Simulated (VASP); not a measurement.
Output of a VASP run:

OSZICAR:
```
       N       E                     dE             d eps       ncg     rms          rms(c)
DAV:   1     0.733948580940E+02    0.73395E+02   -0.11800E+04   216   0.645E+02
DAV:   2    -0.411716506476E+02   -0.11457E+03   -0.11278E+03   240   0.199E+02
DAV:   3    -0.455248037245E+02   -0.43532E+01   -0.43165E+01   256   0.308E+01
DAV:   4    -0.455929828465E+02   -0.68179E-01   -0.67849E-01   240   0.335E+00
DAV:   5    -0.455950956783E+02   -0.21128E-02   -0.21079E-02   264   0.340E-01    0.724E+01
DAV:   6    -0.440057289962E+02    0.15894E+01   -0.14159E+00   224   0.737E+00    0.391E+01
DAV:   7    -0.434544484225E+02    0.55128E+00   -0.18788E+00   200   0.820E+00    0.314E+00
DAV:   8    -0.434534885883E+02    0.95983E-03   -0.45214E-02   240   0.101E+00    0.183E+00
DAV:   9    -0.434503748197E+02    0.31138E-02   -0.13243E-02   248   0.681E-01    0.986E-01
DAV:  10    -0.434502192005E+02    0.15562E-03   -0.51763E-04   240   0.118E-01    0.192E-01
DAV:  11    -0.434502215247E+02   -0.23242E-05   -0.45894E-05   264   0.379E-02    0.576E-02
DAV:  12    -0.434502168529E+02    0.46718E-05   -0.39139E-06   224   0.110E-02    0.905E-03
DAV:  13    -0.434502172578E+02   -0.40487E-06   -0.32035E-07   160   0.351E-03
   1 F= -.43450217E+02 E0= -.43430677E+02  d E =-.390810E-01
```

OUTCAR:
```
------------------------ aborting loop because EDIFF is reached ----------------------------------------
  FORCE on cell =-STRESS in cart. coord.  units (eV):
  Direction    XX          YY          ZZ          XY          YZ          ZX
  --------------------------------------------------------------------------------------
  Total      -32.0182228    -32.0182062     -2.4757782     -0.0000060      0.0000000     -0.0000000
  in kB     -614.1499190   -614.1496007    -47.4885509     -0.0001141      0.0000000     -0.0000000
  external PRESSURE =    -425.2626902 kB  Pullay stress =       0.0000000 kB
  volume of cell :       83.53
      direct lattice vectors                 reciprocal lattice vectors
     3.106427000  0.000000000  0.000000000     0.321913246  0.185856688  0.000000000
    -1.553213000  2.690244000  0.000000000     0.000000000  0.371713495  0.000000000
     0.000000000  0.000000000  9.994949000     0.000000000  0.000000000  0.100050536
 POSITION                                       TOTAL-FORCE (eV/Angst)
 -----------------------------------------------------------------------------------
      0.00000      0.00000      0.00000        -0.000000     -0.000000      0.000000
      0.00000      0.00000      4.99747        -0.000000     -0.000000      0.000000
     -0.00000      1.79350      2.49874         0.000000     -0.000000     -0.000000
      1.55322      0.89675      7.49621        -0.000000      0.000000     -0.000000
 -----------------------------------------------------------------------------------
    total drift:                                0.000000      0.000000      0.000000
  FREE ENERGIE OF THE ION-ELECTRON SYSTEM (eV)
  ---------------------------------------------------
  free  energy   TOTEN  =       -43.4502172578 eV

  energy  without entropy=      -43.4111362122  energy(sigma->0) =      -43.43067673
```
(Selected blocks of OUTCAR.)

### POSCAR
```
Hf
1
    3.1064270000     0.0000000000     0.0000000000
   -1.5532130000     2.6902440000     0.0000000000
    0.0000000000     0.0000000000     9.9949490000
Hf
4
Direct
  0.0000000000   0.0000000000   0.0000000000
  0.0000000000   0.0000000000   0.5000000000
  0.3333330000   0.6666670000   0.2500000000
  0.6666670000   0.3333330000   0.7500000000
```

Write an INCAR and KPOINTS that could have produced this output.

Several could match; the one computed here: the input of the run itself, PBEsol GGA, plane waves, VASP's PBE PAW potentials (set 64).

KPOINTS:
```
Automatic mesh
0
G
2 2 2
```

INCAR:
```
ALGO = Normal
EDIFF = 1E-6
ENCUT = 150
GGA = PS
ISIF = 2
ISMEAR = 0
LASPH = .True.
LCHARG = .False.
LMAXMIX = 6
LREAL = .False.
LWAVE = .False.
NELM = 100
PREC = Accurate
SIGMA = 0.136
SYSTEM = Hf
```

POTCAR, in this order: Hf_pv (PBE.64 set). Program: vasp_std.

At this cut-off the stress carries a Pulay error, which pulls relaxed volumes low.

The structure was generated: Hf was put into an ordered model structure, which need not be its known phase. The cell was not relaxed at this level. The k-mesh is coarse (spacing up to 1.17 per Å, 2π included), so the numbers may not be converged in it. The run is one of a series of settings (ENCUT = 150, ISMEAR = 0, SIGMA = 0.136, KPOINTS 2×2×2 Γ-centred mesh against the base run), some of them coarse on purpose.
